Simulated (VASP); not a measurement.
Shape and ions are relaxed at each volume.

Energy against volume of TiO2 (rutile). These are RPBE GGA, VASP's PBE PAW potentials (set 64) (plane waves; VASP) values and carry that method's errors.

```
V (Å³/atom)  E (eV/atom)
-----------  -----------
10.297          -8.50989
10.626          -8.52953
10.955          -8.53549
11.283          -8.53024
11.612          -8.51606
```

Fit a third-order Birch-Murnaghan equation of state.

```yaml
volume_per_atom: 10.95 Å³/atom
bulk_modulus: 180 GPa
pressure_derivative_of_the_bulk_modulus: 6.04
```

The compound is TiO2 in the rutile structure. It was relaxed first, which changed the volume by +5 %.
